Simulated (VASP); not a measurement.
An input for Ansatz (written as the equivalent of a VASP run, and not itself run):

Ansatz 0.2 input:
```yaml
crystal:
  lattice:
    - [1.9998230, -3.5037257, 0.0000000]
    - [1.9998230, 3.5037257, 0.0000000]
    - [0.0000000, 0.0000000, 4.0209391]
  atoms:
    - { symbol: Ga, position: [0.1529613, 0.8470387, 0.9208259] }
    - { symbol: Ga, position: [0.3470387, 0.6529613, 0.4208259] }
    - { symbol: Ga, position: [0.6529613, 0.3470387, 0.5791741] }
    - { symbol: Ga, position: [0.8470387, 0.1529613, 0.0791741] }
kpoints:
  mp_grid: { grid: [9, 9, 8] }
hamiltonian:
  xc: pbe
  pseudopotentials: { kind: paw }
scf:
  occupations: { method: methfessel_paxton, width: 0.1 }
  max_iter: 100
relax:
  max_steps: 40
  f_tol: 0.02
  cell: { p_target: 45 }
output: { forces: true, stress: true, eigenvalues: true }
```

### Question
Write the VASP files for the same calculation (PBE).

### Answer
This is not unique; one that fits is 
### KPOINTS
```
Automatic mesh
0
Gamma
9 9 8
0 0 0
```

### POSCAR
```
Ga
1
    1.9998230332    -3.5037256572     0.0000000000
    1.9998230332     3.5037256572     0.0000000000
    0.0000000000    -0.0000000000     4.0209391458
Ga
4
Direct
  0.1529613048   0.8470386952   0.9208259268
  0.3470386952   0.6529613048   0.4208259268
  0.6529613048   0.3470386952   0.5791740732
  0.8470386952   0.1529613048   0.0791740732
```

### INCAR
```
! general
SYSTEM  = Ga
PREC    = Accurate
ENCUT   = 500
LREAL   = F
LASPH   = T

! electronic loop
EDIFF   = 1E-6
NELM    = 100
ALGO    = Normal
LMAXMIX = 4

! smearing
ISMEAR  = 1
SIGMA   = 0.1

! functional
GGA     = PE

! ions
IBRION  = 2
NSW     = 40
ISIF    = 3
EDIFFG  = -0.02
PSTRESS = 450

! output
LWAVE   = F
LCHARG  = F
```

POTCAR, in this order: Ga_d (PBE.64 set). Program: vasp_std.

What does not carry over: each code has its own PAW files, so the cut-off isn't converted (ENCUT is set for VASP's; basis.ecutwfc is left out, and Ansatz then takes the one that its files recommend); Ansatz stops its SCF on the density residual and VASP on the energy change (EDIFF).

The compound is Ga in the alpha structure. This run relaxes it under an external pressure of 45 GPa. Symmetry was kept, so distortions that lower it aren't found.
